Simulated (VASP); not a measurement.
OSZICAR of a VASP run on CuAu (L1_0):

OSZICAR:
```
       N       E                     dE             d eps       ncg     rms          rms(c)
DAV:   1     0.126658273303E+03    0.12666E+03   -0.11288E+04  5317   0.207E+03
DAV:   2    -0.504878503422E+01   -0.13171E+03   -0.12585E+03  5152   0.331E+02
DAV:   3    -0.952091010246E+01   -0.44721E+01   -0.44095E+01  6280   0.715E+01
DAV:   4    -0.956906099182E+01   -0.48151E-01   -0.48143E-01  5908   0.630E+00
DAV:   5    -0.957046160670E+01   -0.14006E-02   -0.14006E-02  7402   0.117E+00    0.136E+01
DAV:   6    -0.887395292960E+01    0.69651E+00   -0.10150E+01  5144   0.945E+01    0.597E+00
DAV:   7    -0.842625016621E+01    0.44770E+00   -0.38626E+00  6282   0.989E+01    0.647E+00
DAV:   8    -0.835194677363E+01    0.74303E-01   -0.34863E-01  6737   0.158E+01    0.292E+00
DAV:   9    -0.834418671746E+01    0.77601E-02   -0.21814E-02  7794   0.277E+00    0.171E-01
DAV:  10    -0.834365203915E+01    0.53468E-03   -0.35985E-03  7235   0.115E+00    0.712E-02
DAV:  11    -0.834364904226E+01    0.29969E-05   -0.71011E-05  7374   0.116E-01    0.489E-02
DAV:  12    -0.834364437490E+01    0.46674E-05   -0.42539E-06  5562   0.760E-02    0.231E-03
DAV:  13    -0.834364441157E+01   -0.36668E-07   -0.58477E-07  3242   0.168E-02
   1 F= -.74797708E+01 E0= -.74797884E+01  d E =-.747977E+01
       N       E                     dE             d eps       ncg     rms          rms(c)
DAV:   1    -0.834343431081E+01    0.21006E-03   -0.95470E-03  5740   0.116E+00    0.114E-01
DAV:   2    -0.834323142546E+01    0.20289E-03   -0.79092E-04  6287   0.753E-01    0.554E-02
DAV:   3    -0.834319096584E+01    0.40460E-04   -0.43872E-04  6216   0.749E-01    0.564E-02
DAV:   4    -0.834315877215E+01    0.32194E-04   -0.79806E-05  6296   0.317E-01    0.191E-02
DAV:   5    -0.834315412512E+01    0.46470E-05   -0.11057E-05  7791   0.599E-02    0.343E-03
DAV:   6    -0.834315409253E+01    0.32594E-07   -0.45292E-07  2870   0.192E-02
   2 F= -.74798057E+01 E0= -.74798291E+01  d E =-.348456E-04
```

### Question
Which electronic solver shows in the log?

### Answer
It is blocked Davidson (ALGO = Normal, or the opening steps of other solvers). The INCAR had ALGO = Normal.

### Question
Can the final energy be trusted as converged?

### Answer
The run converged. It stopped with EDIFF = 1E-6, NELM = 100, NSW = 40 and EDIFFG = -0.02 after 2 ionic steps (PBEsol GGA, plane waves, VASP's PBE PAW potentials (set 64)).

The compound is CuAu in the L1_0 structure. This run relaxes it under an external pressure of 5 GPa. Symmetry was kept, so distortions that lower it aren't found.
